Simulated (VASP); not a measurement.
Here is the system:

```yaml
crystal:
  lattice:
    - [0.00000, 2.17000, 2.17000]
    - [2.17000, 0.00000, 2.17000]
    - [2.17000, 2.17000, 0.00000]
  atoms:
    - { symbol: Be, position: [0.25000, 0.25000, 0.25000] }
    - { symbol: Be, position: [0.75000, 0.75000, 0.75000] }
    - { symbol: C, position: [0.00000, 0.00000, 0.00000] }
```

Calculation: PBE GGA, VASP's PBE PAW potentials (set 64) (plane waves; VASP). Settings: 520 eV cut-off, 8×8×8 Γ-centred mesh, tetrahedra, potentials Be C.

Q: Predict the energy per atom (σ→0), pressure, band gap (on the k-mesh) with the smallest direct gap where there is one.

A: 
```
Item                                          Value
-----------------------------------  --------------
band gap (on the k-mesh)                    1.15 eV
smallest direct gap (on the k-mesh)         4.11 eV
energy per atom (σ→0)                -5.818 eV/atom
pressure                                  -1.21 GPa
```

The absolute energy has meaning only against runs of the same code, potentials and settings.

The compound is Be2C in the antifluorite structure. The cell was not relaxed at this level. The run is one of a series of settings (ISMEAR = -4, SIGMA removed against the base run), some of them coarse on purpose.
